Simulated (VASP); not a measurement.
```
FePt
1.0
    2.72794     0.00000     0.00000
    0.00000     2.72794     0.00000
    0.00000     0.00000     3.75704
Fe Pt
1 1
Direct
  0.00000   0.00000   0.00000
  0.50000   0.50000   0.50000
```
Starting moments (μB, in the order of the record's atoms Fe Pt): 2.9 0.3.

Method: PBE GGA, VASP's PBE PAW potentials (set 64) (plane waves; VASP). Run with 400 eV cut-off, 15×15×11 Γ-centred mesh, tetrahedra with Blöchl corrections, potentials Fe Pt.

Unless said otherwise, spin-orbit coupling is left out, though it shifts the bands of the heavy elements here.

Estimate the cell moment, energy per atom (σ→0), band gap (on the k-mesh) with the smallest direct gap where there is one.

The band gap (on the k-mesh) is none (metal, semimetal or under 0.01 eV) and the cell moment is 3.27 μB. The energy per atom (σ→0) comes out as -7.403 eV/atom.

Give the moment on each site (PAW-sphere projection).

| site | moment (μB) |
|---|---|
| Fe1 | 2.93 |
| Pt2 | 0.32 |

The compound is FePt in the L1_0 structure. It was relaxed first.
